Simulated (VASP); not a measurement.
Here is the system:

```yaml
crystal:
  lattice:
    - [0.00000, 2.42774, 2.42774]
    - [2.42774, 0.00000, 2.42774]
    - [2.42774, 2.42774, 0.00000]
  atoms:
    - { symbol: Y, position: [0.00000, 0.00000, 0.00000] }
    - { symbol: N, position: [0.50000, 0.50000, 0.50000] }
```

Method: PBEsol GGA, VASP's PBE PAW potentials (set 64) (plane waves; VASP). Settings: PREC = Normal, EDIFF = 1E-5, 450 eV cut-off, 11×11×11 Γ-centred mesh, Gaussian smearing of 0.050 eV, potentials Y_sv N.

Task: Predict the energy per atom (σ→0).

Result: 
```json
{
  "energy per atom (σ→0)": "-9567 meV/atom"
}
```

The absolute energy has meaning only against runs of the same code, potentials and settings.

The compound is YN in the rock salt structure. It was relaxed first.
